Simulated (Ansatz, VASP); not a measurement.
**Cross-check of Ta36Se (Se/Ta(110)) between VASP and Ansatz**

Aim: how closely do two programs agree when they are given the same cell, functional and k mesh? Of the first pair: The structure shown is the start of the Ansatz relaxation below; VASP solves that cell, so the two are compared at the walk's first step.

Calculated with Ansatz 0.2.0; plane waves, with VASP 6.6.1 beside it; single point at PBE.

### 1. Set-up

The cell holds 37 atoms: 36 Ta and 1 Se. Cell: a = 8.600 Å, b = 8.600 Å, c = 27.460 Å, α = 90.0°, β = 90.0°, γ = 70.5°. Vacuum lies along c.

### 2. Ansatz: relaxation, PBE

Ansatz runs on its default PAW (the set named soft_2) files.

The two programs are compared at the cell with which this relaxation starts, whose forces are those of its first step.

File input.yaml:

```yaml
crystal:
  lattice:
    - [7.0215703371, -4.965, 0.0]
    - [7.0215703371, 4.965, 0.0]
    - [0.0, 0.0, 27.4604676772]
  atoms:
    - { symbol: Ta, position: [0.0, 0.0, 0.3277438719] }
    - { symbol: Ta, position: [0.1666666667, 0.1666666667, 0.4129763404] }
    - { symbol: Ta, position: [0.0, 0.0, 0.4982961422] }
    - { symbol: Ta, position: [0.1666666667, 0.1666666667, 0.5802085114] }
    - { symbol: Ta, position: [0.0, 0.3333333333, 0.3277438719] }
    - { symbol: Ta, position: [0.1666666667, 0.5, 0.4129763404] }
    - { symbol: Ta, position: [0.0, 0.3333333333, 0.4982961422] }
    - { symbol: Ta, position: [0.1666666667, 0.5, 0.5802085114] }
    - { symbol: Ta, position: [0.0, 0.6666666667, 0.3277438719] }
    - { symbol: Ta, position: [0.1666666667, 0.8333333333, 0.4129763404] }
    - { symbol: Ta, position: [0.0, 0.6666666667, 0.4982961422] }
    - { symbol: Ta, position: [0.1666666667, 0.8333333333, 0.5802085114] }
    - { symbol: Ta, position: [0.3333333333, 0.0, 0.3277438719] }
    - { symbol: Ta, position: [0.5, 0.1666666667, 0.4129763404] }
    - { symbol: Ta, position: [0.3333333333, 0.0, 0.4982961422] }
    - { symbol: Ta, position: [0.5, 0.1666666667, 0.5802085114] }
    - { symbol: Ta, position: [0.3333333333, 0.3333333333, 0.3277438719] }
    - { symbol: Ta, position: [0.5, 0.5, 0.4129763404] }
    - { symbol: Ta, position: [0.3333333333, 0.3333333333, 0.4982961422] }
    - { symbol: Ta, position: [0.5, 0.5, 0.5802085114] }
    - { symbol: Ta, position: [0.3333333333, 0.6666666667, 0.3277438719] }
    - { symbol: Ta, position: [0.5, 0.8333333333, 0.4129763404] }
    - { symbol: Ta, position: [0.3333333333, 0.6666666667, 0.4982961422] }
    - { symbol: Ta, position: [0.5, 0.8333333333, 0.5802085114] }
    - { symbol: Ta, position: [0.6666666667, 0.0, 0.3277438719] }
    - { symbol: Ta, position: [0.8333333333, 0.1666666667, 0.4129763404] }
    - { symbol: Ta, position: [0.6666666667, 0.0, 0.4982961422] }
    - { symbol: Ta, position: [0.8333333333, 0.1666666667, 0.5802085114] }
    - { symbol: Ta, position: [0.6666666667, 0.3333333333, 0.3277438719] }
    - { symbol: Ta, position: [0.8333333333, 0.5, 0.4129763404] }
    - { symbol: Ta, position: [0.6666666667, 0.3333333333, 0.4982961422] }
    - { symbol: Ta, position: [0.8333333333, 0.5, 0.5802085114] }
    - { symbol: Ta, position: [0.6666666667, 0.6666666667, 0.3277438719] }
    - { symbol: Ta, position: [0.8333333333, 0.8333333333, 0.4129763404] }
    - { symbol: Ta, position: [0.6666666667, 0.6666666667, 0.4982961422] }
    - { symbol: Ta, position: [0.8333333333, 0.8333333333, 0.5802085114] }
    - { symbol: Se, position: [0.28, 0.28, 0.6722561281] }
kpoints:
  mp_grid: { grid: [4, 4, 1] }
hamiltonian:
  xc: pbe
scf:
  occupations: { method: fermi_dirac, width: 0.1 }
  convergence: { dr2_threshold: 1.0e-08 }
efield:
  axis: 3
  dipole_correction: true
  ramp_position: 0.97
  ramp_width: 0.06
relax:
  f_tol: 0.02
  max_steps: 60
  constraints:
    - { sites: [0, 1, 4, 5, 8, 9, 12, 13, 16, 17, 20, 21, 24, 25, 28, 29, 32, 33] }
output:
  write_potential: true
  write_density: true
  volumetric_format: npy
```

The run is started by

```console
ansatz run input.yaml --threads 4 --pin off --max-ram 16384MiB --backend cpu --events-out ev --progress --plain --runs-dir out
```

Numbers of over 12 decimals in the logs are rounded to 6 here.

What it wrote:

```text
Engine: ansatz 0.2.0, aarch64-unknown-linux-gnu
Pseudopotentials: kind: paw
Pseudopotential: Ta, paw, valence charge 13, recommended cutoff 420 eV (normal), Ta.paw.azcp
Pseudopotential: Se, paw, valence charge 16, recommended cutoff 420 eV (normal), Se.paw.azcp
Functional definition: PBE
  parameter kappa = 0.804
  parameter beta = 0.066725
  exchange = pbe_x(kappa = kappa, mu = beta*pi^2/3)
  correlation = pbe_c(beta = beta)
Crystal: 37 atoms, lattice volume = 1914.659 Å³
Basis set: ecut = 420 eV, 37549 PW (Γ), exchange–correlation on 120×120×384 points (8 copies of the dense FFT grid, shifted against one another)
Bands: 291, of which v1, the nominal top of the filled ones, is band 242 counted from 1 (241 counted from 0)
Symmetry: 2 space group operations
Space group: Cm (ITA 8), of the structure as read, at distance tolerance 1.2e-4 Å
k-points: 7 of 16 (time reversal used)
Non-local potential: Ta, projectors of the file, l = 0: 3, l = 1: 2, l = 2: 2, l = 3: 1
Non-local potential: Se, projectors of the file, l = 0: 2, l = 1: 2, l = 2: 3, l = 3: 1
PAW form: soft (Blöchl's): semilocal exchange-correlation on the pseudo side does not see the compensation charge
PAW one-centre angular grid: Ta, 590 points (default); XC on 64 Gauss nodes
PAW one-centre angular grid: Se, 590 points (default); XC on 64 Gauss nodes
Initial density: superposition of atomic densities (neutral atoms: chi_scale 0, normalization atom), corrected by the library's trained network
Initial wavefunctions: pseudopotential atomic-orbital guess
Functional: x = pbe(κ = 0.804, μ = 0.219515), c = pbe(β = 0.066725)
SCF iter   1: F=—  HF=-363012.328082 eV  |F-HF|=—  |Δ(HF+E_count)|=         —  Δρ=6.50e-3  dr2=1.69e1  ethr=1.77e-3  p=-0.094 e·Å  D=-8.93e-3 V/Å  ΔV_dip=0.25 eV  dr2_dipole=3.92e-1  V_vac-E_F(+/−)=5.23/4.98 eV  ⟨swp⟩=13.4  Hψ=11147  notcnv=0
efield: sawtooth ramp at fractional position 0.9700 (set: `efield.ramp_position`, or a place that a band, a saddle search or an elastic batch's reference lends), width 0.0600; the density the first Hamiltonian is built on has a dipole p = -0.094 e·Å; the dipole correction subtracts the counter field D = -8.93e-3 V/Å, which shifts the + side's vacuum level by +0.25 eV against the − side's; the planar-averaged density in the ramp window peaks in size at 1.3e-5 e/Å³
preconditioner: auto → LDOS  [metal: Δε(μ)=0.022 eV  Ē_g=3.791 eV  σ=0.100 eV  W_gap=0.05  n_scr=312 (ndim 8)  ℏωp=11.6 eV  f_vac=0.574  D(μ)=48.49/eV (n_scr^D=304)  β→1.0]
SCF iter   2: F=—  HF=-363011.779274 eV  |F-HF|=—  |Δ(HF+E_count)|=   5.49e-1  Δρ=1.93e-3  dr2=2.50e-1  ethr=1.77e-3  p=-0.105 e·Å  D=-9.89e-3 V/Å  ΔV_dip=0.27 eV  dr2_dipole=8.06e-4  V_vac-E_F(+/−)=5.07/4.80 eV  ⟨swp⟩=4.0  Hψ=2729  notcnv=0  defer=4
SCF iter   3: F=—  HF=-363011.793890 eV  |F-HF|=—  |Δ(HF+E_count)|=   1.46e-2  Δρ=4.89e-4  dr2=2.05e-2  ethr=5.17e-5  p=-0.103 e·Å  D=-9.72e-3 V/Å  ΔV_dip=0.27 eV  dr2_dipole=1.01e-4  V_vac-E_F(+/−)=5.08/4.82 eV  ⟨swp⟩=2.0  Hψ=2760  notcnv=0  defer=5
SCF iter   4: F=—  HF=-363011.794579 eV  |F-HF|=—  |Δ(HF+E_count)|=   6.89e-4  Δρ=1.55e-4  dr2=5.23e-4  ethr=4.23e-6  p=-0.102 e·Å  D=-9.64e-3 V/Å  ΔV_dip=0.26 eV  dr2_dipole=3.68e-6  V_vac-E_F(+/−)=5.07/4.81 eV  ⟨swp⟩=2.0  Hψ=2724  notcnv=0  defer=5
SCF iter   5: F=—  HF=-363011.794851 eV  |F-HF|=—  |Δ(HF+E_count)|=   2.72e-4  Δρ=5.56e-5  dr2=9.05e-5  ethr=1.08e-7  p=-0.102 e·Å  D=-9.67e-3 V/Å  ΔV_dip=0.27 eV  dr2_dipole=7.23e-7  V_vac-E_F(+/−)=5.07/4.81 eV  ⟨swp⟩=3.6  Hψ=4255  notcnv=0  defer=5
SCF iter   6: F=—  HF=-363011.794720 eV  |F-HF|=—  |Δ(HF+E_count)|=   1.32e-4  Δρ=1.86e-5  dr2=1.13e-5  ethr=1.87e-8  p=-0.102 e·Å  D=-9.61e-3 V/Å  ΔV_dip=0.26 eV  dr2_dipole=1.33e-7  V_vac-E_F(+/−)=5.07/4.81 eV  ⟨swp⟩=2.0  Hψ=3324  notcnv=0  defer=5
SCF iter   7: F=—  HF=-363011.794993 eV  |F-HF|=—  |Δ(HF+E_count)|=   2.73e-4  Δρ=5.42e-6  dr2=6.46e-7  ethr=2.33e-9  p=-0.102 e·Å  D=-9.60e-3 V/Å  ΔV_dip=0.26 eV  dr2_dipole=1.15e-8  V_vac-E_F(+/−)=5.07/4.81 eV  ⟨swp⟩=2.1  Hψ=3478  notcnv=0  defer=5
SCF iter   8: F=—  HF=-363011.794993 eV  |F-HF|=—  |Δ(HF+E_count)|=   8.55e-7  Δρ=1.68e-6  dr2=7.78e-8  ethr=1.34e-10  p=-0.101 e·Å  D=-9.59e-3 V/Å  ΔV_dip=0.26 eV  dr2_dipole=9.55e-13  V_vac-E_F(+/−)=5.07/4.81 eV  ⟨swp⟩=3.9  Hψ=4392  notcnv=0  defer=5
SCF iter   9: F=—  HF=-363011.794994 eV  |F-HF|=—  |Δ(HF+E_count)|=   2.06e-7  Δρ=6.26e-7  dr2=1.05e-8  ethr=2.07e-12  p=-0.101 e·Å  D=-9.58e-3 V/Å  ΔV_dip=0.26 eV  dr2_dipole=1.21e-10  V_vac-E_F(+/−)=5.07/4.81 eV  ⟨swp⟩=11.0  Hψ=15398  notcnv=0
SCF iter  10: F=-363011.794994 eV  HF=-363011.794994 eV  |F-HF|=1.39e-8  |Δ(HF+E_count)|=   3.81e-8  Δρ=1.70e-7  dr2=1.30e-9  ethr=2.07e-12  p=-0.101 e·Å  D=-9.58e-3 V/Å  ΔV_dip=0.26 eV  dr2_dipole=1.52e-13  V_vac-E_F(+/−)=5.07/4.81 eV  ⟨swp⟩=10.0  Hψ=13677  notcnv=0
SCF 1 converged in 10 iterations: F = -363011.794994 eV  dr2 = 1.30e-9
[...]
k-point 2: bands = [... 238 lower, 3.3190, 3.3631, 3.3831, 3.4921, 3.5179, 3.5232, 3.5336, 3.5560, ... 45 higher]
  k-point 6: bands = [... 238 lower, 3.2946, 3.3173, 3.3264, 3.4468, 3.4770, 3.4894, 3.4920, 3.5811, ... 45 higher]
--- Relaxed structure (8 steps of the walk, 8 accepted, 0 SCFs on fresh bases) ---
  F+E_penalty+E_count = -363013.37719952 eV   max|allowed force component| = 1.875e-2 eV/Å
  atoms:
    - { symbol: Ta, position: [0.0, 0.0, 0.3277438719] }
    - { symbol: Ta, position: [0.1666666667, 0.1666666667, 0.412976] }
    - { symbol: Ta, position: [0.000512925, 0.000512925, 0.497932] }
    - { symbol: Ta, position: [0.168546, 0.168546, 0.582028] }
    - { symbol: Ta, position: [2.7755575615628914e-17, 0.333333, 0.3277438719] }
    - { symbol: Ta, position: [0.1666666667, 0.5, 0.412976] }
    - { symbol: Ta, position: [0.000113826, 0.333012, 0.498762] }
    - { symbol: Ta, position: [0.154650, 0.511977, 0.581530] }
    - { symbol: Ta, position: [5.551115123125783e-17, 0.666667, 0.3277438719] }
    - { symbol: Ta, position: [0.166667, 0.833333, 0.412976] }
    - { symbol: Ta, position: [-0.00195689, 0.668562, 0.497020] }
    - { symbol: Ta, position: [0.165470, 0.837516, 0.580110] }
    - { symbol: Ta, position: [0.333333, 2.7755575615628914e-17, 0.3277438719] }
    - { symbol: Ta, position: [0.5, 0.1666666667, 0.412976] }
    - { symbol: Ta, position: [0.333012, 0.000113826, 0.498762] }
    - { symbol: Ta, position: [0.511977, 0.154650, 0.581530] }
    - { symbol: Ta, position: [0.3333333333, 0.3333333333, 0.3277438719] }
    - { symbol: Ta, position: [0.5, 0.5, 0.412976] }
    - { symbol: Ta, position: [0.333317, 0.333317, 0.499556] }
    - { symbol: Ta, position: [0.498052, 0.498052, 0.582033] }
    - { symbol: Ta, position: [0.333333, 0.6666666667, 0.3277438719] }
    - { symbol: Ta, position: [0.5, 0.833333, 0.412976] }
    - { symbol: Ta, position: [0.333634, 0.666552, 0.498762] }
    - { symbol: Ta, position: [0.501115, 0.829092, 0.580114] }
[...]
- { symbol: Ta, position: [0.6666666667, 0.333333, 0.3277438719] }
    - { symbol: Ta, position: [0.833333, 0.5, 0.412976] }
    - { symbol: Ta, position: [0.666552, 0.333634, 0.498762] }
    - { symbol: Ta, position: [0.829092, 0.501115, 0.580114] }
    - { symbol: Ta, position: [0.6666666667, 0.6666666667, 0.3277438719] }
    - { symbol: Ta, position: [0.8333333333, 0.8333333333, 0.412976] }
    - { symbol: Ta, position: [0.666107, 0.666107, 0.497946] }
    - { symbol: Ta, position: [0.833335, 0.833335, 0.579855] }
    - { symbol: Se, position: [0.333384, 0.333384, 0.649229] }
```

The column dr2 measures how far the density is from self-consistency, as an energy; F and HF (Harris–Foulkes) agree once it is small.

### 3. VASP: single point, PBE, start cell, pair 1

The same cell, functional, mesh and smearing now go to VASP, with its own data sets.

Lines of VASP's logs that name or quote its potential files are left out, and so is its time.

File INCAR:

```
SYSTEM = Ta36Se
PREC = Accurate
ENCUT = 400
EDIFF = 1E-06
NELM = 120
ISMEAR = -1
SIGMA = 0.1
LREAL = Auto
ALGO = Normal
GGA = PE
NBANDS = 236
LASPH = .TRUE.
LORBIT = 11
LWAVE = .FALSE.
LCHARG = .FALSE.
ISIF = 2
LDIPOL = .TRUE.
IDIPOL = 3
DIPOL = 0.5 0.5 0.46
LVHAR = .TRUE.
GGA_COMPAT = .FALSE.
NELMDL = -8
KPAR = 4
```

File POSCAR:

```
Ta36Se
1.0
    7.0215703371     -4.9650000000      0.0000000000
    7.0215703371      4.9650000000      0.0000000000
    0.0000000000      0.0000000000     27.4604676772
Ta Se
36 1
Direct
    0.0000000000      0.0000000000      0.3277438719
    0.1666666349      0.1666666349      0.4129763241
    0.0000000000      0.0000000000      0.4982961383
    0.1666666349      0.1666666349      0.5802085087
    0.9999999683      0.3333333016      0.3277438719
    0.1666666744      0.5000000077      0.4129763241
    0.9999999683      0.3333333016      0.4982961383
    0.1666666744      0.5000000077      0.5802085087
    0.0000000077      0.6666666744      0.3277438719
    0.1666666427      0.8333333093      0.4129763241
    0.0000000077      0.6666666744      0.4982961383
    0.1666666427      0.8333333093      0.5802085087
    0.3333333016      0.9999999683      0.3277438719
    0.5000000077      0.1666666744      0.4129763241
    0.3333333016      0.9999999683      0.4982961383
    0.5000000077      0.1666666744      0.5802085087
    0.3333333411      0.3333333411      0.3277438719
    0.4999999760      0.4999999760      0.4129763241
    0.3333333411      0.3333333411      0.4982961383
    0.4999999760      0.4999999760      0.5802085087
    0.3333333093      0.6666666427      0.3277438719
    0.5000000155      0.8333333488      0.4129763241
    0.3333333093      0.6666666427      0.4982961383
    0.5000000155      0.8333333488      0.5802085087
    0.6666666744      0.0000000077      0.3277438719
    0.8333333093      0.1666666427      0.4129763241
    0.6666666744      0.0000000077      0.4982961383
    0.8333333093      0.1666666427      0.5802085087
    0.6666666427      0.3333333093      0.3277438719
    0.8333333488      0.5000000155      0.4129763241
    0.6666666427      0.3333333093      0.4982961383
    0.8333333488      0.5000000155      0.5802085087
    0.6666666821      0.6666666821      0.3277438719
    0.8333333171      0.8333333171      0.4129763241
    0.6666666821      0.6666666821      0.4982961383
    0.8333333171      0.8333333171      0.5802085087
    0.2799999723      0.2799999723      0.6722561399
```

File KPOINTS:

```
Automatic mesh
0
Gamma
4 4 1
0 0 0
```

The projector-augmented-wave data sets are Ta_pv and Se (PBE family, release 64).

The run is started by

```console
mpirun -np 4 vasp_std
```

What it wrote:

```text
[banner, memory and clock lines left out]
running    4 mpi-ranks, on    1 nodes
[...]
LDA part: xc-table for (Slater+PW92), standard interpolation
 POSCAR, INCAR and KPOINTS ok, starting setup
[...]
entering main loop
       N       E                     dE             d eps       ncg     rms          rms(c)
DAV:   1     0.309201508208E+04    0.30920E+04   -0.20300E+05  4232   0.122E+03
DAV:   2    -0.252074231708E+03   -0.33441E+04   -0.32794E+04  3788   0.361E+02
DAV:   3    -0.431901586948E+03   -0.17983E+03   -0.16903E+03  4104   0.689E+01
DAV:   4    -0.443476646158E+03   -0.11575E+02   -0.11208E+02  4408   0.137E+01
[...]
DAV:  38    -0.410555876167E+03   -0.27506E-05   -0.18614E-07  1952   0.898E-04    0.457E-04
DAV:  39    -0.410555877805E+03   -0.16381E-05   -0.96247E-08  1912   0.505E-04    0.360E-04
DAV:  40    -0.410555878570E+03   -0.76536E-06   -0.47027E-08  1904   0.314E-04
   1 F= -.41055588E+03 E0= -.40970910E+03  d E =-.169355E+01
```

From OUTCAR (step 3):

```text
  Total      -24.2673329    -21.6258894    -15.4135255      0.0000000      0.0000000      0.2916262
  in kB      -20.3067864    -18.0964394    -12.8979634      0.0000000      0.0000000      0.2440314
  external PRESSURE =     -17.1003964 kB  Pullay stress =       0.0000000 kB

 POSITION                                       TOTAL-FORCE (eV/Angst)
 -----------------------------------------------------------------------------------
      0.00000      0.00000      9.00000         0.005246     -0.000000      0.395290
      2.34052      0.00000     11.34052         0.001490     -0.000000     -0.430079
      0.00000      0.00000     13.68344        -0.010817     -0.000000     -0.013515
      2.34052      0.00000     15.93280         0.029662     -0.000000      1.453868
      9.36209     -3.31000      9.00000         0.004458     -0.017564      0.423285
      4.68105      1.65500     11.34052         0.001207      0.014751     -0.444744
      9.36209     -3.31000     13.68344        -0.018863      0.127388     -0.124761
      4.68105      1.65500     15.93280        -0.055963     -0.091957      1.415752
      4.68105      3.31000      9.00000         0.002176      0.011294      0.417389
      7.02157      3.31000     11.34052         0.008422      0.000344     -0.444421
      4.68105      3.31000     13.68344         0.044153      0.107071     -0.210852
      7.02157      3.31000     15.93280        -0.159420      0.101611     -0.063605
      9.36209      3.31000      9.00000         0.004458      0.017564      0.423285
      4.68105     -1.65500     11.34052         0.001207     -0.014751     -0.444744
[...]
-----------------------------------------------------------------------------------
    total drift:                                0.000353     -0.000000      0.011200

  FREE ENERGIE OF THE ION-ELECTRON SYSTEM (eV)
  ---------------------------------------------------
  free  energy   TOTEN  =      -410.5558785701 eV

  energy  without entropy=     -408.8623272832  energy(sigma->0) =     -409.70910293

[... 2 further parts left out ...]
[key lines of the parts left out:]
E-fermi :  -1.1273
```

### 4. Comparison

Known differences besides the potentials themselves: the data sets hold 484 valence electrons in Ansatz (on its default PAW (the set named soft_2) files) and 402 in VASP; the cutoff is 420 eV in Ansatz and 400 eV in VASP (PREC = Accurate, projectors in real space). Total energies have different zeros and are not compared.

Forces on 10 of the 37 atoms, those with the largest forces and the largest differences (eV/Å; atoms numbered as in POSCAR):

```
atom         Ansatz x, y, z           VASP x, y, z
 Ta2   0.000, 0.000, -0.422   0.001, 0.000, -0.430
 Ta4    0.033, 0.000, 1.452    0.030, 0.000, 1.454
 Ta6   0.003, 0.014, -0.437   0.001, 0.015, -0.445
 Ta8  -0.057, -0.093, 1.413  -0.056, -0.092, 1.416
Ta14  0.003, -0.014, -0.437  0.001, -0.015, -0.445
Ta16   -0.057, 0.093, 1.413   -0.056, 0.092, 1.416
Ta26   0.008, 0.001, -0.437   0.008, 0.000, -0.444
Ta30  0.007, -0.032, -0.415  0.009, -0.032, -0.422
Ta34   0.004, 0.000, -0.418   0.002, 0.000, -0.426
Se37   0.214, 0.000, -3.256   0.215, 0.000, -3.249
```

The forces differ by 3.0 meV/Å r.m.s., which is 0.7 % of the r.m.s. force of 0.429 eV/Å (both taken over all components). With vacuum in the cell, a pressure given here is an average over mostly empty space and none of the material.

### 5. Ansatz: relaxation, PBE

This run makes the geometry at which the two programs are then compared.

The structure compared here is the end of the Ansatz relaxation.

input.yaml is that of step 2.

The run is started by

```console
ansatz run input.yaml --threads 4 --pin off --max-ram 16384MiB --backend cpu --events-out ev --progress --plain --runs-dir out
```

What it wrote:

```text
[...]
Crystal: 37 atoms, lattice volume = 1914.659 Å³
Basis set: ecut = 420 eV, 37549 PW (Γ), exchange–correlation on 120×120×384 points (8 copies of the dense FFT grid, shifted against one another)
Bands: 291, of which v1, the nominal top of the filled ones, is band 242 counted from 1 (241 counted from 0)
Symmetry: 2 space group operations
[...]
k-points: 7 of 16 (time reversal used)
[...]
- { symbol: Ta, position: [0.168546, 0.168546, 0.582028] }
    - { symbol: Ta, position: [2.7755575615628914e-17, 0.333333, 0.3277438719] }
    - { symbol: Ta, position: [0.1666666667, 0.5, 0.412976] }
    - { symbol: Ta, position: [0.000113826, 0.333012, 0.498762] }
    - { symbol: Ta, position: [0.154650, 0.511977, 0.581530] }
[...]
- { symbol: Ta, position: [0.6666666667, 0.6666666667, 0.3277438719] }
    - { symbol: Ta, position: [0.8333333333, 0.8333333333, 0.412976] }
    - { symbol: Ta, position: [0.666107, 0.666107, 0.497946] }
    - { symbol: Ta, position: [0.833335, 0.833335, 0.579855] }
    - { symbol: Se, position: [0.333384, 0.333384, 0.649229] }
```

(Continued in part 2 of 2.)

[Lines on the potential files, build, host, timing and source positions are cut from VASP's logs without a mark.]

[Logs are printed without paths, hosts, clocks, repeated set-up lines and the standing remarks that a program may print on its own settings, such as how far it seeks lower states.]

[Hosts, paths, dates, database ids (printed as entryN), source tags and the programs' standing remarks are cut or masked in the printed files.]
